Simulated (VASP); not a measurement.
An input for Quantum ESPRESSO's pw.x (written as the equivalent of a VASP run, and not itself run):

```
&CONTROL
  calculation = 'vc-relax'
  pseudo_dir = './pseudo'
  outdir = './out'
  tprnfor = .true.
  tstress = .true.
  nstep = 60
  forc_conv_thr = 0.00039
/
&SYSTEM
  ibrav = 0
  nat = 2
  ntyp = 1
  ecutwfc = 82
  occupations = 'smearing'
  smearing = 'gaussian'
  degauss = 0.003675
  input_dft = 'vdw-df-cx'
/
&ELECTRONS
  conv_thr = 7.3e-08
  electron_maxstep = 100
/
&IONS
/
&CELL
/
ATOMIC_SPECIES
  C 12.011 C.upf
CELL_PARAMETERS angstrom
     0.0000000    1.7835000    1.7835000
     1.7835000    0.0000000    1.7835000
     1.7835000    1.7835000    0.0000000
ATOMIC_POSITIONS crystal
  C    0.0000000  0.0000000  0.0000000
  C    0.2500000  0.2500000  0.2500000
K_POINTS automatic
  11 11 11 0 0 0
```

### Question
Write the VASP files for the same calculation (vdW-DF-cx).

### Answer
Several could match; the one computed here: 
INCAR:
```
AGGAC  =  0.0
ALGO  =  Normal
EDIFF  =  1E-6
EDIFFG  =  -0.01
ENCUT  =  520
GGA  =  CX
IBRION  =  2
ISIF  =  3
ISMEAR  =  0
LASPH  =  .TRUE.
LCHARG  =  .FALSE.
LREAL  =  .FALSE.
LUSE_VDW  =  .TRUE.
LWAVE  =  .FALSE.
NELM  =  100
NSW  =  60
PREC  =  Accurate
SIGMA  =  0.05
SYSTEM  =  C
```

File KPOINTS:
```
Automatic mesh
0
Gamma
11 11 11
0 0 0
```

POSCAR:
```
C
1.0
  0.0000000000   1.7835000000   1.7835000000
  1.7835000000   0.0000000000   1.7835000000
  1.7835000000   1.7835000000   0.0000000000
C
2
Cartesian
  0.0000000000   0.0000000000   0.0000000000
  0.8917500000   0.8917500000   0.8917500000
```

POTCAR, in this order: C (PBE.64 set). Program: vasp_std.

The two are equivalent in intent, not identical: the potentials are each code's own (VASP's PAW set, PseudoDojo norm-conserving files in pw.x), so ENCUT and ecutwfc are chosen apart and not converted; conv_thr bounds pw.x's estimated SCF error, while EDIFF bounds the energy change between steps; forc_conv_thr acts on force components and is met together with etot_conv_thr.

The compound is C in the diamond structure. This run relaxes it. Symmetry was kept, so distortions that lower it aren't found.
